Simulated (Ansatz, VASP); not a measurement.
TiBe2Sb2 in VASP and in Ansatz

The input INCAR:

```
SYSTEM = TiBe2Sb2
PREC = Accurate
ENCUT = 520
EDIFF = 1E-6
ISMEAR = 0
SIGMA = 0.1
LREAL = .FALSE.
LASPH = .TRUE.
NELM = 100
ALGO = Fast
ISIF = 2
LWAVE = .FALSE.
LCHARG = .FALSE.
GGA = PE
NBANDS = 21
```

The input KPOINTS:

```
Automatic mesh
0
G
  6 6 4
  0 0 0
```

Contents of POSCAR:

```
TiBe2Sb2
1.0
    4.1346732700      0.0000000000      0.0000000000
   -2.0673366400      3.5807320900      0.0000000000
    0.0000000000      0.0000000000      6.5869599800
Ti Be Sb
1 2 2
Direct
    0.0000000000      0.0000000000      0.0000000000
    0.3333333300      0.6666666700      0.6420000200
    0.6666666700      0.3333333300      0.3579999800
    0.3333333300      0.6666666700      0.2572999900
    0.6666666700      0.3333333300      0.7427000100
```

Input for Ansatz:

```yaml
crystal:
  lattice:
    - [4.13467327, 0.0, 0.0]
    - [-2.06733664, 3.58073209, 0.0]
    - [0.0, 0.0, 6.58695998]
  atoms:
    - { symbol: Ti, position: [0.0, 0.0, 0.0] }
    - { symbol: Be, position: [0.33333333, 0.66666667, 0.64200002] }
    - { symbol: Be, position: [0.66666667, 0.33333333, 0.35799998] }
    - { symbol: Sb, position: [0.33333333, 0.66666667, 0.25729999] }
    - { symbol: Sb, position: [0.66666667, 0.33333333, 0.74270001] }
basis:
  ecutwfc: 420
kpoints:
  mp_grid: { grid: [6, 6, 4] }
hamiltonian:
  xc: pbe
scf:
  occupations: { method: gaussian, width: 0.1 }
  lower_state_search: "off"
output:
  forces: true
  stress: true
  eigenvalues: true
```

Change from the starting cell: species swapped into the YAl2Ge2 type (P-3m1, No. 164).

Alike in both runs: task single point; functional PBE; k mesh 6 × 6 × 4; occupations gaussian, width 0.1 eV; no spin polarisation.

```csv
,VASP,Ansatz
version,VASP 6.6.1,Ansatz 0.2.0
potentials or method,"VASP PAW PBE potentials, release 64 (Ti_sv, Be, Sb)","scalar-relativistic, plane waves, PAW"
plane-wave cutoff (eV),520,420
valence electrons in the cell,26,46
```

```tsv
	VASP	Ansatz	Ansatz less VASP
gap on the k mesh at the Fermi level (eV)	none	none	-
pressure (GPa)	-2.7	-2.9	-0.24
largest component of the traceless stress (GPa)	0.50	0.45	-0.047
rms of the force components (eV/Å)	0.110	0.107	-0.0034
```

Atom by atom the forces differ by 0.010 eV/Å (rms over components). A gap of «none» marks a metal or a gap that the smearing closes. The two sets of potentials don't hold the same shells in valence.

Spin-orbit coupling is left out, which matters for the levels of Sb.
